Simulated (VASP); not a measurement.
A run of VASP 6.6.1 is set up as follows.

File INCAR:

```
SYSTEM = ReB3
PREC     = Accurate       ! precision mode
ENCUT    = 600            ! plane-wave cutoff, eV
EDIFF    = 1E-7           ! SCF threshold, eV
ISMEAR   = 0              ! smearing method
SIGMA    = 0.1            ! smearing width, eV
LREAL    = .FALSE.        ! projectors in reciprocal space
LASPH    = .TRUE.         ! aspherical terms in the spheres
NELM     = 60             ! most SCF steps
ALGO     = Normal         ! electronic algorithm
ISIF     = 3              ! what is computed and relaxed
LWAVE    = .FALSE.        ! write WAVECAR
LCHARG   = .FALSE.        ! write CHGCAR
GGA      = PE             ! functional
IBRION   = 2              ! ionic algorithm
NSW      = 100            ! ionic steps
EDIFFG   = -0.01          ! ionic threshold
```

File KPOINTS:

```
regular mesh
0
G
  16 16 16
  0 0 0
```

The input POSCAR:

```
ReB3
1.0
    0.0000000000      2.5943322789      2.5943322789
    2.5943322789      0.0000000000      2.5943322789
    2.5943322789      2.5943322789      0.0000000000
Re B
1 3
Direct
    0.5000000000      0.5000000000      0.5000000000
    0.2500000000      0.2500000000      0.2500000000
    0.7500000000      0.7500000000      0.7500000000
    0.0000000000      0.0000000000      0.0000000000
```

Potentials or basis: VASP PAW PBE potentials, release 64 (Re, B).

Run with:

```sh
$ cat potpaw_PBE.64/Re/POTCAR potpaw_PBE.64/B/POTCAR > POTCAR
$ mpirun -np 1 vasp_std > vasp.out
```

(1) What does it give for the space group after relaxing (to 0.05 Å)?

(2) What does it give for the relaxed cell?

(3) Predict the band gap on the k mesh.

## Answers

(1) Fm-3m (No. 225).

(2) a = 3.676 Å, b = 3.676 Å, c = 3.676 Å, α = 60.00°, β = 60.00°, γ = 60.00°.

(3) none (metal or under the smearing width).
